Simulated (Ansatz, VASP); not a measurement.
# SiGeF in VASP and in Ansatz

The input INCAR:

```
  PREC = Accurate
  ENCUT = 520
  EDIFF = 1E-6
  ISMEAR = 1
  SIGMA = 0.1185
  LREAL = F
  LASPH = T
  NELM = 80
  ALGO = Normal
  ISIF = 2
  LWAVE = F
  LCHARG = F
  GGA = PE
  NBANDS = 34
```

Contents of KPOINTS:

```
regular mesh
0
Gamma
  8 8 4
```

POSCAR

```
SiGeF
1.0
    3.2894290000      0.0000000000      0.0000000000
    0.0000000000      3.2894290000      0.0000000000
    0.0000000000      0.0000000000      7.4435250000
Ge Si F
2 2 2
Direct
    0.2500000000      0.2500000000      0.6117000000
    0.7500000000      0.7500000000      0.3883000000
    0.7500000000      0.2500000000      0.0000000000
    0.2500000000      0.7500000000      0.0000000000
    0.2500000000      0.2500000000      0.2558000000
    0.7500000000      0.7500000000      0.7442000000
```

Input for Ansatz:

```yaml
crystal:
  lattice:
    - [3.289429, 0.0, 0.0]
    - [0.0, 3.289429, 0.0]
    - [0.0, 0.0, 7.443525]
  atoms:
    - { symbol: Ge, position: [0.25, 0.25, 0.6117] }
    - { symbol: Ge, position: [0.75, 0.75, 0.3883] }
    - { symbol: Si, position: [0.75, 0.25, 0.0] }
    - { symbol: Si, position: [0.25, 0.75, 0.0] }
    - { symbol: F, position: [0.25, 0.25, 0.2558] }
    - { symbol: F, position: [0.75, 0.75, 0.7442] }
  symmetry: { tolerance: 0.0003 }
kpoints:
  mp_grid: { grid: [8, 8, 4], shift: [0, 0, 0] }
  band_path:
    path:
      - [0.0, 0.0, 0.0]
      - [0.0, 0.5, 0.0]
      - [0.5, 0.5, 0.0]
      - [0.0, 0.0, 0.0]
      - [0.0, 0.0, 0.5]
      - [0.0, 0.5, 0.5]
      - [0.5, 0.5, 0.5]
      - [0.0, 0.0, 0.5]
      - [0.0, 0.5, 0.0]
      - [0.0, 0.5, 0.5]
      - [0.5, 0.5, 0.0]
    npoints: 6
magnetization:
  spin_polarized: false
scf:
  occupations: { method: methfessel_paxton, width: 0.1185 }
  lower_state_search: "off"
  max_iter: 200
hamiltonian:
  pseudopotentials: { kind: paw }
  xc: pbe
basis:
  ecutwfc: 420
  fft_grid_basis: typed
output:
  forces: true
  stress: true
  eigenvalues: true
  bader: true
  populations: true
  elf: true
  write_potential: true
  volumetric_format: npy
  dos:
    e_range: [-12, 8]
    de: 0.05
    projected: { site_lists: { F: [F], Ge: [Ge], Si: [Si] } }
checkpoint:
  read: saved_state
```

Alike in both runs: task single point; functional PBE; k mesh 8 × 8 × 4; occupations methfessel-paxton of order 1, width 0.1185 eV; no spin polarisation.

|  | VASP | Ansatz |
| --- | --- | --- |
| version | VASP 6.6.1 | Ansatz 0.2.0 |
| potentials or method | VASP PAW PBE potentials, release 64 (Ge_d, Si, F) | PAW plane waves |
| plane-wave cutoff (eV) | 520 | 420 |
| valence electrons in the cell | 50 | 50 |

Ansatz gave:

```
pressure (GPa)                                  : 18.9
largest component of the traceless stress (GPa) : 0.94
rms of the force components (eV/Å)              : 0.150
```

Estimate VASP's values.

pressure (GPa): 18.7; largest component of the traceless stress (GPa): 0.90; rms of the force components (eV/Å): 0.150.

Atom by atom the forces differ by 0.001 eV/Å (rms over components).

Caveats: so large a pressure means that the cell lies far from this level's equilibrium, or that cutoff or potentials fall short (VASP).
